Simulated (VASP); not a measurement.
Consider the following.

```
CELL_PARAMETERS angstrom
      5.03861     0.00000     0.00000
      0.00000     5.03861     0.00000
      0.00000     0.00000     5.03861
ATOMIC_POSITIONS crystal
  Ag 0.75000 0.25000 0.75000
  Ag 0.25000 0.75000 0.75000
  Ag 0.75000 0.75000 0.25000
  Ag 0.25000 0.25000 0.25000
  O  0.00000 0.00000 0.00000
  O  0.50000 0.50000 0.50000
```

Computed with vdW-DF2, VASP's PBE PAW potentials (set 64) (plane waves; VASP). Settings: 520 eV cut-off, 6×6×6 Γ-centred mesh, first-order Methfessel-Paxton smearing of 0.10 eV, potentials Ag O.

Problem. Estimate the energy per atom (σ→0), pressure, band gap (on the k-mesh) with the smallest direct gap where there is one.

Solution. 
```
Quantity                                                     Value
------------------------  ----------------------------------------
band gap (on the k-mesh)  none (metal, semimetal or under 0.01 eV)
energy per atom (σ→0)                               -0.958 eV/atom
pressure                                                 -3.09 GPa
```

Total energies compare only between runs with the same potentials, cut-off and functional.

The compound is Ag2O in the cuprite structure. This cell is one point of a volume scan, at 1.06 of the reference volume.
